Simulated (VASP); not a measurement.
Method: PBE GGA with spin-orbit coupling, VASP's PBE PAW potentials (set 64) (plane waves; VASP 6.6.1).

The input files of a VASP run:

File POSCAR:
```
CaO
4.810
  0.0000000000   0.5000000000   0.5000000000
  0.5000000000   0.0000000000   0.5000000000
  0.5000000000   0.5000000000   0.0000000000
Ca O
1 1
Cartesian
  0.0000000000   0.0000000000   0.0000000000
  0.5000000000   0.5000000000   0.5000000000
```

File KPOINTS:
```
Automatic mesh
0
Gamma
9 9 9
0 0 0
```

**INCAR**
```
# general
SYSTEM     = CaO
PREC       = Accurate
ENCUT      = 520
LREAL      = .FALSE.
LASPH      = .TRUE.

# electronic loop
EDIFF      = 1E-6
NELM       = 100
ALGO       = Normal

# smearing
ISMEAR     = 0
SIGMA      = 0.05

# functional
GGA        = PE
GGA_COMPAT = .FALSE.

# spin
MAGMOM     = 6*0
LSORBIT    = .TRUE.

# ions
ISIF       = 2

# output
LWAVE      = .FALSE.
LCHARG     = .FALSE.
```

POTCAR, in this order: Ca_sv O (PBE.64 set). Program: vasp_ncl.

The resulting files:

File OUTCAR:
```
 ion  position               nearest neighbor table
   1  0.000  0.000  0.000-   2 2.40   2 2.40   2 2.40   2 2.40   2 2.40   2 2.40
   2  0.500  0.500  0.500-   1 2.40   1 2.40   1 2.40   1 2.40   1 2.40   1 2.40
  LATTYP: Found a face centered cubic cell.
 ALAT       =     4.8100000000
 Subroutine PRICEL returns:
 Original cell was already a primitive cell.
 Subroutine GETGRP returns: Found 48 space group operations
The static configuration has the point symmetry O_h .
The dynamic configuration has the point symmetry O_h .
The overall configuration has the point symmetry O_h .
 Subroutine INISYM returns: Found 48 space group operations
 Subroutine IBZKPT returns following result:
 Found     35 irreducible k-points:

 Following reciprocal coordinates:
            Coordinates               Weight
  0.000000  0.000000  0.000000      1.000000
  0.111111  0.000000  0.000000      8.000000
  0.222222  0.000000  0.000000      8.000000
  0.333333  0.000000  0.000000      8.000000
  0.444444  0.000000  0.000000      8.000000
  0.111111  0.111111  0.000000      6.000000
  0.222222  0.111111  0.000000     24.000000
  0.333333  0.111111  0.000000     24.000000
  0.444444  0.111111  0.000000     24.000000
 -0.444444  0.111111  0.000000     24.000000
 -0.333333  0.111111  0.000000     24.000000
 -0.222222  0.111111  0.000000     24.000000
 -0.111111  0.111111  0.000000     12.000000
  0.222222  0.222222  0.000000      6.000000
  0.333333  0.222222  0.000000     24.000000
  0.444444  0.222222  0.000000     24.000000
 -0.444444  0.222222  0.000000     24.000000
 -0.333333  0.222222  0.000000     24.000000
 -0.222222  0.222222  0.000000     12.000000
  0.333333  0.333333  0.000000      6.000000
  0.444444  0.333333  0.000000     24.000000
 -0.444444  0.333333  0.000000     24.000000
 -0.333333  0.333333  0.000000     12.000000
...
```

### OSZICAR
```
       N       E                     dE             d eps       ncg     rms          rms(c)
DAV:   1     0.156493624496E+03    0.15649E+03   -0.82557E+03  1680   0.137E+03
DAV:   2    -0.362182968819E+01   -0.16012E+03   -0.15167E+03  2000   0.389E+02
DAV:   3    -0.141910246921E+02   -0.10569E+02   -0.10493E+02  2744   0.983E+01
DAV:   4    -0.145124801003E+02   -0.32146E+00   -0.32117E+00  2176   0.141E+01
DAV:   5    -0.145166393162E+02   -0.41592E-02   -0.41591E-02  2352   0.145E+00    0.856E+00
DAV:   6    -0.128122787923E+02    0.17044E+01   -0.84459E+00  2360   0.280E+01    0.347E+00
DAV:   7    -0.128058544016E+02    0.64244E-02   -0.93310E-01  2128   0.921E+00    0.182E+00
DAV:   8    -0.128124481340E+02   -0.65937E-02   -0.14687E-01  1848   0.387E+00    0.672E-01
DAV:   9    -0.128044744693E+02    0.79737E-02   -0.56609E-02  2424   0.198E+00    0.153E-01
DAV:  10    -0.128051448766E+02   -0.67041E-03   -0.56308E-03  1976   0.723E-01    0.773E-02
DAV:  11    -0.128050639924E+02    0.80884E-04   -0.12467E-03  2104   0.305E-01    0.364E-02
DAV:  12    -0.128050719096E+02   -0.79172E-05   -0.10607E-04  2120   0.862E-02    0.348E-02
DAV:  13    -0.128050516364E+02    0.20273E-04   -0.10228E-04  2328   0.881E-02    0.580E-03
DAV:  14    -0.128050518679E+02   -0.23153E-06   -0.74042E-06  2056   0.278E-02
   1 F= -.12805052E+02 E0= -.12805052E+02  d E =-.594301E-14  mag=     0.0000    -0.0000     0.0000
```

### OUTCAR
```
------------------------ aborting loop because EDIFF is reached ----------------------------------------
  FORCE on cell =-STRESS in cart. coord.  units (eV):
  Direction    XX          YY          ZZ          XY          YZ          ZX
  --------------------------------------------------------------------------------------
  Total        0.3431872      0.3431872      0.3431872      0.0000000      0.0000000      0.0000000
  in kB       19.7636168     19.7636168     19.7636168      0.0000000      0.0000000      0.0000000
  external PRESSURE =      19.7636168 kB  Pullay stress =       0.0000000 kB
  volume of cell :       27.82
      direct lattice vectors                 reciprocal lattice vectors
     0.000000000  2.405000000  2.405000000    -0.207900208  0.207900208  0.207900208
     2.405000000  0.000000000  2.405000000     0.207900208 -0.207900208  0.207900208
     2.405000000  2.405000000  0.000000000     0.207900208  0.207900208 -0.207900208
  FREE ENERGIE OF THE ION-ELECTRON SYSTEM (eV)
  ---------------------------------------------------
  free  energy   TOTEN  =       -12.8050518679 eV

  energy  without entropy=      -12.8050518679  energy(sigma->0) =      -12.80505187

 Ion:    1  E_soc:     -0.0057509

 Ion:    2  E_soc:     -0.0002062
```
(Selected blocks of OUTCAR.)

The compound is CaO in the rock salt structure. The cell was not relaxed at this level. The run is one of a series of settings (GGA_COMPAT = .FALSE., LSORBIT = .TRUE., MAGMOM = 0 0 0 0 0 0, program vasp_ncl against the base run), some of them coarse on purpose.
